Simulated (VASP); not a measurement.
# BeCd2S3 (P3m1) in VASP: a series of runs

The runs below take BeCd2S3 through relaxation of cell and atoms, with PBE.

All numbers are computed with VASP 6.6.1; they aren't measurements. Logs are shortened: lines on timing, memory, paths and dates and some standing lists are left out, and cuts for length are marked.

### Step 1. Starting point

The structure is trigonal, space group P3m1 (No. 156). The conventional cell has a = 3.840 Å, b = 3.840 Å, c = 9.410 Å, α = 90.00°, β = 90.00°, γ = 120.00°. Around Be (site symmetry 3m) lie 4 S at 2.21 to 2.32 Å. Around Cd (site symmetry 3m) lie 4 S at 2.32 to 2.45 Å. Cd (site symmetry 3m) is surrounded by 4 S at 2.40 to 2.45 Å. Around S (site symmetry 3m) lie 4 Cd at 2.32 to 2.45 Å. Around S (site symmetry 3m) lie 1 Be at 2.21 Å and 3 Cd at 2.40 Å. Around S (site symmetry 3m) lie 3 Be at 2.32 Å and 1 Cd at 2.45 Å.

The cell was built by a generator and needn't be a form met in nature.

### Step 2. Relaxation of cell and atoms, PBE

The input, INCAR:

```
SYSTEM = BeCd2S3
  PREC = Normal
  ENCUT = 520
  EDIFF = 1E-4
  ISMEAR = 0
  SIGMA = 0.15
  LREAL = .FALSE.
  LASPH = .TRUE.
  NELM = 60
  ALGO = Fast
  ISIF = 3
  LWAVE = .FALSE.
  LCHARG = .FALSE.
  GGA = PE
  IBRION = 2
  NSW = 24
  EDIFFG = -0.08
```

The input, KPOINTS:

```
regular mesh
0
G
  4 4 2
  0 0 0
```

The input, POSCAR:

```
BeCd2S3
1.0
    3.8400000000      0.0000000000      0.0000000000
   -1.9200000000      3.3255375500      0.0000000000
    0.0000000000      0.0000000000      9.4100000000
Be Cd S
1 2 3
Direct
    0.0000000000      0.0000000000      0.0000000000
    0.6666666700      0.3333333300      0.6667000000
    0.3333333300      0.6666666700      0.3333000000
    0.3333333300      0.6666666700      0.5933000000
    0.0000000000      0.0000000000      0.2350000000
    0.6666666700      0.3333333300      0.9267000000
```

Potentials or basis: VASP PAW PBE potentials, release 64 (Be, Cd, S).

Command:

```console
cat potpaw_PBE.64/Be/POTCAR potpaw_PBE.64/Cd/POTCAR potpaw_PBE.64/S/POTCAR > POTCAR
mpirun -np 1 vasp_std > vasp.out
```

OUTCAR:

```text
SYSTEM = BeCd2S3
   PREC = Normal
   ENCUT = 520
   EDIFF = 1E-4
   ISMEAR = 0
   LREAL = .FALSE.
   LASPH = .TRUE.
   NELM = 60
   ISIF = 3
   GGA = PE
   IBRION = 2
   NSW = 24
   EDIFFG = -0.08

 ion  position               nearest neighbor table
   1  0.000  0.000  0.000-   5 2.21   6 2.32   6 2.32   6 2.32
   2  0.667  0.333  0.667-   4 2.32   4 2.32   4 2.32   6 2.45
   3  0.333  0.667  0.333-   5 2.40   5 2.40   5 2.40   4 2.45
   4  0.333  0.667  0.593-   2 2.32   2 2.32   2 2.32   3 2.45
   5  0.000  0.000  0.235-   1 2.21   3 2.40   3 2.40   3 2.40
   6  0.667  0.333  0.927-   1 2.32   1 2.32   1 2.32   2 2.45

  LATTYP: Found a hexagonal cell.
 ALAT       =     3.8400000000
 C/A-ratio  =     2.4505208333

  Lattice vectors:

 A1 = (   3.8400000000,   0.0000000000,   0.0000000000)
 A2 = (  -1.9200000000,   3.3255375500,   0.0000000000)
 A3 = (   0.0000000000,   0.0000000000,   9.4100000000)

Analysis of symmetry for initial positions (statically):
=====================================================================
 Subroutine PRICEL returns:
 Original cell was already a primitive cell.

 Routine SETGRP: Setting up the symmetry group for a
 hexagonal supercell.

 Subroutine GETGRP returns: Found  6 space group operations
 (whereof  6 operations were pure point group operations)
 out of a pool of 24 trial point group operations.

The static configuration has the point symmetry C_3v.

Analysis of symmetry for dynamics (positions and initial velocities):
=====================================================================
 Subroutine PRICEL returns:
 Original cell was already a primitive cell.

 Routine SETGRP: Setting up the symmetry group for a
 hexagonal supercell.

 Subroutine GETGRP returns: Found  6 space group operations
 (whereof  6 operations were pure point group operations)
 out of a pool of 24 trial point group operations.

The dynamic configuration has the point symmetry C_3v.

 Subroutine INISYM returns: Found  6 space group operations
 (whereof  6 operations are pure point group operations),
 and found     1 'primitive' translations

----------------------------------------------------------------------------------------

                                     Primitive cell

  volume of cell :     120.1663

  direct lattice vectors                    reciprocal lattice vectors
     3.840000000  0.000000000  0.000000000     0.260416667  0.150351633  0.000000000
    -1.920000000  3.325537550  0.000000000     0.000000000  0.300703265  0.000000000
[... 83 lines left out ...]
   ISYM   =      2    0-nonsym 1-usesym 2-fastsym
   POTIM  = 0.5000    time-step for ionic-motion
   TEBEG  =    0.0;   TEEND  =   0.0 temperature during run
   PSTRESS=    0.0 pullay stress
   NELECT =      44.0000    total number of electrons
   NUPDOWN=      -1.0000    fix difference up-down
   EMIN   =  10.00;   EMAX   =-10.00  energy-range for DOS
   EFERMI =   0.00;   METHOD = LEGACY
   ISMEAR =     0;   SIGMA  =   0.15  broadening in eV -4-tet -1-fermi 0-gaus
   EFERMI_NEDOS =   21; number of points for ismear=-14 and -15
   IALGO  =     68    algorithm
   IMIX   =      4    mixing-type and parameters
     AMIX     =   0.40;   BMIX     =  1.00
     AMIX_MAG =   1.60;   BMIX_MAG =  1.00
  volume/ion in A,a.u.               =      20.03       135.15
  Fermi-wavevector in a.u.,A,eV,Ry     =   1.171201  2.213249 18.663276  1.371712
  Thomas-Fermi vector in A             =   2.307648
   LORBIT       =      0    0 simple, 1 ext, 2 COOP (PROOUT), +10 PAW based schemes
   GGA     = PE    functional components
   LHFCALC =     F    Hartree Fock is set to
   AEXX    =    0.0000 exact exchange contribution
   IVDW    =     0    specifies the selected vdW correction
   LEPSILON=     F    determine dielectric tensor
   LRPA    =     F    only Hartree local field effects (RPA)
 conjugate gradient relaxation of ions
 non-spin polarized calculation
 RMM-DIIS sequential band-by-band and
 Gauss-broadening in eV      SIGMA  =   0.15
  energy-cutoff  :      520.00
  volume of cell :      120.17
 maximum number of plane-waves:      3252
   NGX = 15   NGY = 15   NGZ = 35

--------------------------------------- Ionic step        1  -------------------------------------------

 number of electron      44.0000022 magnetization

 Free energy of the ion-electron system (eV)
  ---------------------------------------------------
  ext. energy  EPLUGINS =         0.00000000
  ---------------------------------------------------
  free energy    TOTEN  =       -20.49830005 eV

  energy without entropy =      -20.49830005  energy(sigma->0) =      -20.49830005

------------------------ aborting loop because EDIFF is reached ----------------------------------------

  FORCE on cell =-STRESS in cart. coord.  units (eV):
  Direction    XX          YY          ZZ          XY          YZ          ZX
  --------------------------------------------------------------------------------------
  -------------------------------------------------------------------------------------
  Total        8.9273726      8.9273726      5.6723269     -0.0000000      0.0000000     -0.0000000
  in kB      119.0286584    119.0286583     75.6291340     -0.0000000      0.0000000     -0.0000000
  external PRESSURE =     104.5621502 kB  Pullay stress =       0.0000000 kB
[... 101 lines left out ...]
  FREE ENERGIE OF THE ION-ELECTRON SYSTEM (eV)
  ---------------------------------------------------
  free  energy   TOTEN  =       -21.1615508890 eV

  energy  without entropy=      -21.1615508890  energy(sigma->0) =      -21.16155089

[... ionic steps 4 to 9 ...]

--------------------------------------- Ionic step       10  -------------------------------------------

 number of electron      44.0000007 magnetization

------------------------ aborting loop because EDIFF is reached ----------------------------------------
[... 75 lines left out ...]
--------------------------------------- Ionic step       12  -------------------------------------------

 number of electron      44.0000024 magnetization

 Free energy of the ion-electron system (eV)
  ---------------------------------------------------
  ext. energy  EPLUGINS =         0.00000000
  ---------------------------------------------------
  free energy    TOTEN  =       -21.41832428 eV

  energy without entropy =      -21.41832428  energy(sigma->0) =      -21.41832428

 E-fermi :   2.5719     XC(G=0):  -9.1501

 val. band max:        1.8926137404   @ k =   0.0000   0.0000   0.0000
 cond. band min:       3.4475595312   @ k =   0.0000   0.0000   0.0000
 fundamental gap:      1.5549457908
 Fermi energy:         2.5719166196

 k-point     1 :       0.0000    0.0000    0.0000
  band No.  band energies     occupation
      1     -10.8982      2.00000
      2     -10.3031      2.00000
      3     -10.0688      2.00000
      4      -5.9656      2.00000
      5      -5.9656      2.00000
      6      -5.8747      2.00000
[... 254 lines left out ...]
  FREE ENERGIE OF THE ION-ELECTRON SYSTEM (eV)
  ---------------------------------------------------
  free  energy   TOTEN  =       -21.4183242762 eV

  energy  without entropy=      -21.4183242762  energy(sigma->0) =      -21.41832428

 reached required accuracy - stopping structural energy minimisation
```

Wall time 1.9 min (1 thread of Intel Xeon Platinum 8259CL at 2.50GHz (Skylake/Cascade Lake), shared host); peak memory 0.19 GiB.

What came out:

```yaml
Free_energy: -21.4183 eV
Relaxed_volume: 22.15 Å³/atom
Relaxed_cell: a = 3.953 Å, b = 3.953 Å, c = 9.820 Å, α = 90.00°, β = 90.00°, γ = 120.00°
Space_group_after_relaxing_to_0.05_Å: P3m1 (No. 156)
Energy_gained_by_relaxing: 153.3 meV/atom
Ionic_steps: 12
Pressure_after_relaxing: -0.1 GPa
Largest_force_after_relaxing: 0.078 eV/Å
Band_gap_on_the_k_mesh: 1.55 eV, direct
```

Forces in eV/Å, atoms in the order of the input:
```
Be   0.000  0.000  0.049
Cd   0.000  0.000 -0.051
Cd   0.000  0.000  0.071
S    0.000  0.000  0.039
S    0.000  0.000 -0.078
S    0.000  0.000 -0.030
```

The path:
```tsv
step	energy change (eV)	largest force (eV/Å)	pressure (GPa)	volume (Å³)
1	0.0000	1.8728	10.46	120.17
2	-0.5870	0.8517	-3.82	144.33
3	-0.6633	0.7701	-1.23	137.22
4	-0.7727	0.6027	-0.84	135.93
5	-0.8474	1.2167	0.78	132.24
6	-0.8715	0.4663	0.15	133.67
7	-0.8731	0.5144	0.07	133.41
8	-0.9163	0.2068	-0.12	132.88
9	-0.9163	0.1795	0.00	132.84
10	-0.9164	0.2017	0.02	132.86
11	-0.9164	0.2078	0.04	132.87
12	-0.9200	0.0781	-0.10	132.90
```

Final structure:
```cif
data_structure
_symmetry_space_group_name_H-M 'P 1'
_symmetry_Int_Tables_number 1
_cell_length_a 3.9533
_cell_length_b 3.9533
_cell_length_c 9.8196
_cell_angle_alpha 90.000
_cell_angle_beta 90.000
_cell_angle_gamma 120.000
_cell_volume 132.90
loop_
_atom_site_label
_atom_site_type_symbol
_atom_site_fract_x
_atom_site_fract_y
_atom_site_fract_z
_atom_site_occupancy
Be1 Be 0.00000 0.00000 0.00568 1
Cd1 Cd 0.66667 0.33333 0.68859 1
Cd2 Cd 0.33333 0.66667 0.32114 1
S1 S 0.33333 0.66667 0.57739 1
S2 S 0.00000 0.00000 0.21548 1
S3 S 0.66667 0.33333 0.94672 1
```

Levels at points of the mesh, in eV from the valence-band top:
| k point | band 19 | band 20 | band 21 | band 22 | band 23 | band 24 | band 25 | band 26 |
| --- | --- | --- | --- | --- | --- | --- | --- | --- |
| (0.00, 0.00, 0.00) | -0.49 | -0.49 | 0.00 | 0.00 | 1.55 | 3.17 | 3.68 | 5.13 |
| (0.50, 0.00, 0.00) | -1.93 | -1.77 | -1.16 | -0.93 | 2.93 | 3.90 | 4.02 | 4.37 |
| (0.00, 0.00, 0.50) | -0.37 | -0.37 | -0.11 | -0.11 | 2.55 | 2.81 | 3.44 | 5.16 |
| (0.50, 0.00, 0.50) | -2.40 | -1.44 | -1.10 | -0.68 | 2.99 | 3.43 | 4.15 | 4.84 |

Caveat: the k mesh is coarse (spacing up to 0.47 Å⁻¹), so the values aren't converged; the relaxation stopped at a loose force limit of 0.08 eV/Å, so its end isn't a converged minimum.

### Step 3. Relaxation of cell and atoms, PBE

This run uses another cell than the first one, of 20.10 Å³/atom, 1.004 times its volume.

INCAR is that of step 2.

KPOINTS is that of step 2.

The input, POSCAR:

```
BeCd2S3
1.0
    4.2082331800      0.0000000000      0.0000000000
   -2.1041165900      3.6444368400      0.0000000000
    0.0000000000      0.0000000000      7.8647791000
Be Cd S
1 2 3
Direct
    0.0000000000      0.0000000000      0.0000000000
    0.6666666700      0.3333333300      0.2480740000
    0.6666666700      0.3333333300      0.7519260000
    0.0000000000      0.0000000000      0.5000000000
    0.3333333300      0.6666666700      0.0000000000
    0.3333333300      0.6666666700      0.5000000000
```

Potentials or basis: VASP PAW PBE potentials, release 64 (Be, Cd, S).

Command:

```console
cat potpaw_PBE.64/Be/POTCAR potpaw_PBE.64/Cd/POTCAR potpaw_PBE.64/S/POTCAR > POTCAR
mpirun -np 1 vasp_std > vasp.out
```

OUTCAR:

```text
SYSTEM = BeCd2S3
   PREC = Normal
   ENCUT = 520
   EDIFF = 1E-4
   ISMEAR = 0
   LREAL = .FALSE.
   LASPH = .TRUE.
   NELM = 60
   ISIF = 3
   GGA = PE
   IBRION = 2
   NSW = 24
   EDIFFG = -0.08

 ion  position               nearest neighbor table
   1  0.000  0.000  0.000-   5 2.43   5 2.43   5 2.43
   2  0.667  0.333  0.248-   5 3.12   5 3.12   5 3.12   6 3.14   4 3.14   6 3.14   4 3.14   4 3.14
                             6 3.14
   3  0.667  0.333  0.752-   5 3.12   5 3.12   5 3.12   6 3.14   4 3.14   6 3.14   4 3.14   4 3.14
                             6 3.14
   4  0.000  0.000  0.500-   6 2.43   6 2.43   6 2.43   2 3.14   3 3.14   3 3.14   2 3.14   3 3.14
                             2 3.14
   5  0.333  0.667  0.000-   1 2.43   1 2.43   1 2.43   2 3.12   3 3.12   2 3.12   3 3.12   3 3.12
                             2 3.12
   6  0.333  0.667  0.500-   4 2.43   4 2.43   4 2.43   2 3.14   3 3.14   2 3.14   3 3.14   2 3.14
                             3 3.14

  LATTYP: Found a hexagonal cell.
 ALAT       =     4.2082331800
 C/A-ratio  =     1.8689028777

  Lattice vectors:

 A1 = (   4.2082331800,   0.0000000000,   0.0000000000)
 A2 = (  -2.1041165900,   3.6444368400,   0.0000000000)
 A3 = (   0.0000000000,   0.0000000000,   7.8647791000)

Analysis of symmetry for initial positions (statically):
=====================================================================
 Subroutine PRICEL returns:
 Original cell was already a primitive cell.

 Routine SETGRP: Setting up the symmetry group for a
 hexagonal supercell.

[... 150 lines left out ...]

 number of electron      44.0000064 magnetization

 Free energy of the ion-electron system (eV)
  ---------------------------------------------------
  ext. energy  EPLUGINS =         0.00000000
  ---------------------------------------------------
  free energy    TOTEN  =       -15.47521116 eV

  energy without entropy =      -15.44461309  energy(sigma->0) =      -15.45991212

 E-fermi :   3.9888     XC(G=0):  -9.9784

 val. band max:        3.8961248851   @ k =   0.0000   0.0000   0.5000
 cond. band min:       3.9907882976   @ k =   0.2500   0.2500   0.5000
 fundamental gap:      0.0946634125
 Fermi energy:         3.9888096650

 k-point     1 :       0.0000    0.0000    0.0000
  band No.  band energies     occupation
      1     -11.6908      2.00000
      2      -9.7982      2.00000
      3      -5.5443      2.00000
      4      -4.4761      2.00000
      5      -4.4761      2.00000
      6      -4.4738      2.00000
[... 380 lines left out ...]
--------------------------------------- Ionic step        5  -------------------------------------------

 number of electron      44.0000052 magnetization

 Free energy of the ion-electron system (eV)
  ---------------------------------------------------
  ext. energy  EPLUGINS =         0.00000000
  ---------------------------------------------------
  free energy    TOTEN  =       -15.50822478 eV

  energy without entropy =      -15.47792357  energy(sigma->0) =      -15.49307418

 E-fermi :   4.4008     XC(G=0): -10.1801

 val. band max:        4.2545787336   @ k =   0.0000   0.0000   0.5000
 cond. band min:       4.4181099286   @ k =   0.2500   0.2500   0.5000
 fundamental gap:      0.1635311950
 Fermi energy:         4.4008303604

 k-point     1 :       0.0000    0.0000    0.0000
  band No.  band energies     occupation
      1     -11.6399      2.00000
      2      -9.5221      2.00000
      3      -5.1176      2.00000
      4      -4.1749      2.00000
      5      -4.1749      2.00000
      6      -4.1639      2.00000
[... 254 lines left out ...]
  FREE ENERGIE OF THE ION-ELECTRON SYSTEM (eV)
  ---------------------------------------------------
  free  energy   TOTEN  =       -15.5082247782 eV

  energy  without entropy=      -15.4779235747  energy(sigma->0) =      -15.49307418

 reached required accuracy - stopping structural energy minimisation
```

CONTCAR:

```text
BeCd2S3
   1.00000000000000
     4.1606907095835588   -0.0000000000000000   -0.0000000000000000
    -2.0803453547917794    3.6032638528239218    0.0000000000000000
     0.0000000000000000    0.0000000000000000    7.7060364004190838
  Be              Cd              S
     1     2     3
Direct
     0.0000000000000000    0.0000000000000000    1.0000000000000000
     0.6666666699999979    0.3333333300000021    0.2523973902587348
     0.6666666699999979    0.3333333300000021    0.7476026097412651
     0.0000000000000000    0.0000000000000000    0.5000000000000000
     0.3333333300000021    0.6666666699999979    0.0000000000000000
     0.3333333300000021    0.6666666699999979    0.5000000000000000

  0.00000000E+00  0.00000000E+00  0.00000000E+00
  0.00000000E+00  0.00000000E+00  0.00000000E+00
  0.00000000E+00  0.00000000E+00  0.00000000E+00
  0.00000000E+00  0.00000000E+00  0.00000000E+00
  0.00000000E+00  0.00000000E+00  0.00000000E+00
  0.00000000E+00  0.00000000E+00  0.00000000E+00
```

Run time: 48 s. Hardware: 1 thread of Intel Xeon Platinum 8259CL at 2.50GHz (Skylake/Cascade Lake), shared host; peak memory 0.18 GiB.

What came out:

- Free energy: -15.5082 eV
- Relaxed volume: 19.25 Å³/atom
- Relaxed cell: a = 4.161 Å, b = 4.161 Å, c = 7.706 Å, α = 90.00°, β = 90.00°, γ = 120.00°
- Space group after relaxing (to 0.05 Å): P-6m2 (No. 187)
- Energy gained by relaxing: 5.5 meV/atom
- Ionic steps: 5
- Pressure after relaxing: 0.3 GPa
- Largest force after relaxing: 0.012 eV/Å
- Band gap on the k mesh: none (metal or under the smearing width)

Forces on the atoms (eV/Å):
```
Be   0.000  0.000  0.000
Cd   0.000  0.000 -0.012
Cd   0.000  0.000  0.012
S    0.000  0.000  0.000
S    0.000  0.000  0.000
S    0.000  0.000  0.000
```

The path:
```csv
step,energy change (eV),largest force (eV/Å),pressure (GPa),volume (Å³)
1,0.0000,0.1733,-1.99,120.62
2,-0.0284,0.1343,-0.08,116.31
3,-0.0282,0.1176,0.04,115.95
4,-0.0302,0.0854,0.19,115.85
5,-0.0330,0.0117,0.33,115.53
```

Final structure:
```xyz
6
Lattice="4.1607 0.0000 0.0000 -2.0803 3.6033 0.0000 0.0000 0.0000 7.7060" Properties=species:S:1:pos:R:3 pbc="T T T"
Be    0.0000    0.0000    7.7060
Cd    2.0803    1.2011    1.9450
Cd    2.0803    1.2011    5.7611
S     0.0000    0.0000    3.8530
S     0.0000    2.4022    0.0000
S     0.0000    2.4022    3.8530
```

Caveat: the k mesh is coarse (spacing up to 0.43 Å⁻¹), so the values aren't converged; the relaxation stopped at a loose force limit of 0.08 eV/Å, so its end isn't a converged minimum.

(Part 1 of 2 ends here.)
